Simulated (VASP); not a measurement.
Set up this calculation in VASP 6.6.1, as the native input.

```
Task                   : relaxation of cell and atoms
Functional             : PBE
Potentials or basis    : VASP PAW PBE potentials, release 64 (Zr_sv, S, F)
Cutoff                 : 600 eV
k mesh                 : 4 × 4 × 6
Occupations            : gaussian, width 0.1 eV
Spin                   : no spin polarisation
Dipole correction      : no
Further INCAR settings : ALGO = Fast; EDIFF = 1e-06; IBRION = 2; EDIFFG = -0.04; NSW = 90; ISIF = 3
```

The structure of Zr2SF lies in POSCAR:

```
Zr2SF
1.0
    4.3078797000      0.0000000000      0.0000000000
    0.0000000000      4.3078797000      0.0000000000
    0.0000000000      0.0000000000      3.0461309500
Zr S F
2 1 1
Direct
    0.0000000000      0.5000000000      0.0000000000
    0.5000000000      0.0000000000      0.0000000000
    0.5000000000      0.5000000000      0.5000000000
    0.0000000000      0.0000000000      0.5000000000
```

The cell was built by a generator and needn't be a form met in nature.

One way to write it, as run:

INCAR

```
SYSTEM = Zr2SF
PREC = Accurate
ENCUT = 600
EDIFF = 1E-6
ISMEAR = 0
SIGMA = 0.1
LREAL = .FALSE.
LASPH = .TRUE.
NELM = 100
ALGO = Fast
ISIF = 3
LWAVE = .FALSE.
LCHARG = .FALSE.
GGA = PE
IBRION = 2
NSW = 90
EDIFFG = -0.04
```

KPOINTS

```
regular mesh
0
G
  4 4 6
  0 0 0
```

Potentials or basis: VASP PAW PBE potentials, release 64 (Zr_sv, S, F).

The run is started by

```sh
$ cat potpaw_PBE.64/Zr_sv/POTCAR potpaw_PBE.64/S/POTCAR potpaw_PBE.64/F/POTCAR > POTCAR
$ mpirun -np 1 vasp_std > vasp.out
```

Results of the run:

```yaml
Relaxed_volume: 15.74 Å³/atom
Relaxed_cell: a = 4.431 Å, b = 4.431 Å, c = 3.208 Å, α = 90.00°, β = 90.00°, γ = 90.00°
Space_group_after_relaxing_to_0.05_Å: P4/mmm (No. 123)
Energy_gained_by_relaxing: 80.2 meV/atom
Ionic_steps: 6
Pressure_after_relaxing: 0.1 GPa
Band_gap_on_the_k_mesh: none (metal or under the smearing width)
```

Caveat: the k mesh is coarse (spacing up to 0.36 Å⁻¹), so the values aren't converged; an odd number of electrons without spin polarisation forces a metal; a magnetic or distorted state may lie lower.

Wall time 3.9 min on 1 thread of AMD EPYC 7R13 Processor (Zen 3), with other jobs on the host, peak memory 0.17 GiB.
